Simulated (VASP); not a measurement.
Data:

```xyz
1
Lattice="0.0000 2.5051 2.5051 2.5051 0.0000 2.5051 2.5051 2.5051 0.0000" Properties=species:S:1:pos:R:3 pbc="T T T"
Pb     0.0000     0.0000     0.0000
```

The numbers are results of optB88-vdW, VASP's PBE PAW potentials (set 64) (plane waves; VASP 6.6.1), not measurements. Run with 520 eV cut-off, Gaussian smearing of 0.050 eV, potentials Pb_d.

Question: Give the energies of bands 6 to 9 at the high-symmetry points, in eV from the Fermi level.

Answer: 
| band | Γ | X | U | L | W |
|---|---|---|---|---|---|
| 6 | -11.61 | -6.96 | -7.04 | -8.26 | -6.87 |
| 7 | 6.92 | -3.15 | -2.21 | -4.02 | -1.33 |
| 8 | 6.92 | 1.90 | -1.17 | 5.20 | -1.33 |
| 9 | 6.92 | 1.90 | 2.78 | 5.20 | 0.30 |

It has no gap at this level: it comes out as a metal or semimetal.

The compound is Pb in the fcc structure. It was relaxed first.
